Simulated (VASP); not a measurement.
Method: PBE GGA, VASP's PBE PAW potentials (set 64) (plane waves; VASP 6.6.1).

The input files of a VASP run:

### KPOINTS
```
Automatic mesh
0
Gamma
7 7 2
0 0 0
```

### INCAR
```
ALGO=Normal
EDIFF=1E-6
EDIFFG=-0.02
ENCUT=400
GGA=PE
IBRION=2
ISIF=3
ISMEAR=0
LASPH=.TRUE.
LCHARG=.FALSE.
LMAXMIX=6
LREAL=.FALSE.
LWAVE=.FALSE.
NELM=100
NSW=60
PREC=Accurate
SIGMA=0.05
SYSTEM=WS2
```

File POSCAR:
```
WS2
1.0
  1.5945482505  -2.7618385623   0.0000000000
  1.5945482505   2.7618385623   0.0000000000
  0.0000000000   0.0000000000  13.8603459760
W S
2 4
Cart
  1.5945482505   0.9206146953   3.4650864940
  1.5945482505  -0.9206146953  10.3952594820
  1.5945482505   0.9206146953  11.9663061538
  1.5945482505  -0.9206146953   5.0361331658
  1.5945482505  -0.9206146953   1.8940398222
  1.5945482505   0.9206146953   8.8242128102
```

POTCAR, in this order: W_sv S (PBE.64 set). Program: vasp_std.

What VASP printed:

File OSZICAR:
```
       N       E                     dE             d eps       ncg     rms          rms(c)
DAV:   1     0.454446187858E+03    0.45445E+03   -0.25399E+04  1120   0.135E+03
DAV:   2    -0.225926171417E+02   -0.47704E+03   -0.46634E+03  1215   0.392E+02
DAV:   3    -0.494967626480E+02   -0.26904E+02   -0.26746E+02  1274   0.901E+01
DAV:   4    -0.501564994655E+02   -0.65974E+00   -0.65832E+00  1212   0.149E+01
DAV:   5    -0.501781514240E+02   -0.21652E-01   -0.21645E-01  1301   0.266E+00    0.368E+01
DAV:   6    -0.477129142352E+02    0.24652E+01   -0.15307E+01  1175   0.222E+01    0.164E+01
DAV:   7    -0.474640800248E+02    0.24883E+00   -0.36744E+00  1160   0.897E+00    0.629E+00
DAV:   8    -0.473592020383E+02    0.10488E+00   -0.53739E-01  1361   0.433E+00    0.178E+00
DAV:   9    -0.473601647178E+02   -0.96268E-03   -0.49029E-02  1409   0.116E+00    0.879E-01
DAV:  10    -0.473589943910E+02    0.11703E-02   -0.24771E-02  1298   0.967E-01    0.281E-01
DAV:  11    -0.473587300398E+02    0.26435E-03   -0.40604E-03  1227   0.387E-01    0.153E-01
DAV:  12    -0.473587255065E+02    0.45332E-05   -0.19911E-04  1233   0.869E-02    0.608E-02
DAV:  13    -0.473587612490E+02   -0.35742E-04   -0.91413E-05  1315   0.516E-02    0.306E-02
DAV:  14    -0.473587660646E+02   -0.48157E-05   -0.97001E-06  1099   0.157E-02    0.102E-02
DAV:  15    -0.473587666241E+02   -0.55942E-06   -0.12600E-06   897   0.699E-03
   1 F= -.47358767E+02 E0= -.47358767E+02  d E =-.473588E+02
```

### OUTCAR
```
------------------------ aborting loop because EDIFF is reached ----------------------------------------
  FORCE on cell =-STRESS in cart. coord.  units (eV):
  Direction    XX          YY          ZZ          XY          YZ          ZX
  --------------------------------------------------------------------------------------
  Total       -0.0925279     -0.0925279      0.0391014      0.0000000      0.0000000      0.0000000
  in kB       -1.2143479     -1.2143478      0.5131723      0.0000000      0.0000000      0.0000000
  external PRESSURE =      -0.6385078 kB  Pullay stress =       0.0000000 kB
  volume of cell :      122.08
      direct lattice vectors                 reciprocal lattice vectors
     1.594548250 -2.761838562  0.000000000     0.313568435 -0.181038822  0.000000000
     1.594548250  2.761838562  0.000000000     0.313568435  0.181038822  0.000000000
     0.000000000  0.000000000 13.860345976     0.000000000  0.000000000  0.072148271
 POSITION                                       TOTAL-FORCE (eV/Angst)
 -----------------------------------------------------------------------------------
      1.59455      0.92061      3.46509        -0.000000      0.000000      0.000000
      1.59455     -0.92061     10.39526         0.000000     -0.000000      0.000000
      1.59455      0.92061     11.96631        -0.000000     -0.000000     -0.016552
      1.59455     -0.92061      5.03613         0.000000      0.000000     -0.016552
      1.59455     -0.92061      1.89404        -0.000000      0.000000      0.016552
      1.59455      0.92061      8.82421         0.000000     -0.000000      0.016552
 -----------------------------------------------------------------------------------
    total drift:                                0.000000      0.001206     -0.000033
  FREE ENERGIE OF THE ION-ELECTRON SYSTEM (eV)
  ---------------------------------------------------
  free  energy   TOTEN  =       -47.3587666241 eV

  energy  without entropy=      -47.3587666241  energy(sigma->0) =      -47.35876662

 reached required accuracy - stopping structural energy minimisation
```
(Selected blocks of OUTCAR.)

Without a dispersion term in the relaxation, distances and binding between the weakly bound layers, chains or molecules are unreliable, and so is what depends on them.

The compound is WS2 in the 2H layered structure. It was relaxed first, which changed the volume by +15 %. The start is the result of an earlier pass.
